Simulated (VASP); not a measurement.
FCClBr2, in a box:

```
F C Cl Br
1.0
    12.00000    0.00000    0.00000
     0.00000   12.00000    0.00000
     0.00000    0.00000   12.00000
F C Cl Br
1 1 1 2
Direct
  0.59120 0.40460 0.52646
  0.49581 0.45802 0.50772
  0.41097 0.44597 0.62596
  0.42442 0.39056 0.37970
  0.52968 0.61294 0.47792
```

Base run:

```yaml
Program: VASP 6.6.1
Functional: PBE
Potentials_or_basis: VASP PAW PBE potentials, release 64 (F, C, Cl, Br)
Cutoff: 520 eV
k_mesh: 1 × 1 × 1
Occupations: gaussian, width 0.01 eV
Spin: no spin polarisation
```

Its results: gap between the frontier levels 4.13 eV; largest force 1.233 eV/Å.

After a change of settings the same cell gave: gap between the frontier levels 6.39 eV; largest force 1.826 eV/Å. Which change was it?
A. functional from PBE to PBE0; potentials or basis from VASP PAW PBE potentials, release 64 (F, C, Cl, Br) to VASP PAW PBE potentials, release 64 (F_s, C_s, Cl, Br); cutoff from 520 eV to 400 eV
B. further incar settings from ALGO = Normal; EDIFF = 1e-07; NBANDS = 24 to ALGO = Normal; EDIFF = 1e-06
C. further incar settings from ALGO = Normal; EDIFF = 1e-07; NBANDS = 24 to ALGO = Normal; EDIFF = 1e-06; dispersion from none to TS
D. further incar settings from ALGO = Normal; EDIFF = 1e-07; NBANDS = 24 to ALGO = Normal; EDIFF = 1e-06; dispersion from none to D3(BJ)

A.

Caveats: the PAW data sets were made with another functional, which shifts forces and pressure a little (some runs).
